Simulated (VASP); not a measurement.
An input for Quantum ESPRESSO's pw.x (written as the equivalent of a VASP run, and not itself run):

```
&CONTROL
  calculation = 'vc-relax'
  pseudo_dir = './pseudo'
  outdir = './out'
  tprnfor = .true.
  tstress = .true.
  nstep = 40
  forc_conv_thr = 0.00078
/
&SYSTEM
  ibrav = 0
  nat = 2
  ntyp = 2
  ecutwfc = 84
  occupations = 'smearing'
  smearing = 'gaussian'
  degauss = 0.003675
  input_dft = 'pz'
/
&ELECTRONS
  conv_thr = 7.3e-08
  electron_maxstep = 100
/
&IONS
/
&CELL
  press = 200
/
ATOMIC_SPECIES
  Al 26.982 Al.upf
  N 14.007 N.upf
CELL_PARAMETERS angstrom
    -0.0000000    2.1154762    2.1154762
     2.1154762    0.0000000    2.1154762
     2.1154762    2.1154762    0.0000000
ATOMIC_POSITIONS crystal
  Al   0.0000000  0.0000000  0.0000000
  N    0.2500000  0.2500000  0.2500000
K_POINTS automatic
  11 11 11 0 0 0
```

Problem. Write the VASP files for the same calculation (LDA).

Solution. One answer among several that fit: 
**KPOINTS**
```
Automatic mesh
0
Gamma
11 11 11
0 0 0
```

**POSCAR**
```
AlN
1
   -0.0000000000     2.1154761958     2.1154761958
    2.1154761958     0.0000000000     2.1154761958
    2.1154761958     2.1154761958     0.0000000000
Al N
1 1
Direct
  0.0000000000   0.0000000000   0.0000000000
  0.2500000000   0.2500000000   0.2500000000
```

INCAR:
```
SYSTEM = AlN
PREC = Accurate
ENCUT = 620
EDIFF = 1E-6
NELM = 100
ALGO = Normal
LREAL = .FALSE.
LASPH = .TRUE.
ISMEAR = 0
SIGMA = 0.05
LWAVE = .FALSE.
LCHARG = .FALSE.
IBRION = 2
ISIF = 3
NSW = 40
EDIFFG = -0.02
PSTRESS = 200
```

POTCAR, in this order: Al N (LDA.64 set). Program: vasp_std.

What does not carry over: the potentials are each code's own (VASP's PAW set, PseudoDojo norm-conserving files in pw.x), so ENCUT and ecutwfc are chosen apart and not converted; conv_thr bounds pw.x's estimated SCF error, while EDIFF bounds the energy change between steps; forc_conv_thr acts on force components and is met together with etot_conv_thr.

The compound is AlN in the zinc blende structure, a metastable form; wurtzite is the usual one. It was relaxed first under an external pressure of 20 GPa.
